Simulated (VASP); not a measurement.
Write the native input for VASP 6.6.1 that does the following.

| Property | Result |
| --- | --- |
| Task | electric field gradients |
| Functional | PBE |
| Potentials or basis | VASP PAW PBE potentials, release 64 (Ti_sv, Pt) |
| Cutoff | 520 eV |
| k mesh | 9 × 9 × 9 |
| Occupations | fermi-dirac, width 0.05 eV |
| Spin | no spin polarisation |
| Dipole correction | no |
| Further INCAR settings | ALGO = Normal; EDIFF = 1e-08; NBANDS = 29 |

The structure of TiPt3 lies in POSCAR:

```
TiPt3
1.0
    3.8970000000      0.0000000000      0.0000000000
    0.0000000000      3.8970000000      0.0000000000
    0.0000000000      0.0000000000      3.8970000000
Ti Pt
1 3
Direct
    0.0000000000      0.0000000000      0.0000000000
    0.0000000000      0.5000000000      0.5000000000
    0.5000000000      0.0000000000      0.5000000000
    0.5000000000      0.5000000000      0.0000000000
```

The input as run:

INCAR

```
SYSTEM = TiPt3
PREC = Accurate
ENCUT = 520
EDIFF = 1E-8
ISMEAR = -1
SIGMA = 0.05
LREAL = .False.
LASPH = .True.
NELM = 100
ALGO = Normal
ISIF = 2
LWAVE = .False.
LCHARG = .False.
GGA = PE
LEFG = .True.
NBANDS = 29
```

KPOINTS

```
Automatic mesh
0
Gamma
  9 9 9
  0 0 0
```

Potentials or basis: VASP PAW PBE potentials, release 64 (Ti_sv, Pt).

Run with:

```bash
$ cat potpaw_PBE.64/Ti_sv/POTCAR potpaw_PBE.64/Pt/POTCAR > POTCAR
$ mpirun -np 1 vasp_std > vasp.out
```

It gave:

- Pressure: 9.8 GPa
- Band gap on the k mesh: none (metal or under the smearing width)

Run time: 72 s on 1 thread of Intel(R) Xeon(R) Platinum 8488C (Sapphire Rapids) (shared host), peak memory 0.2 GiB.
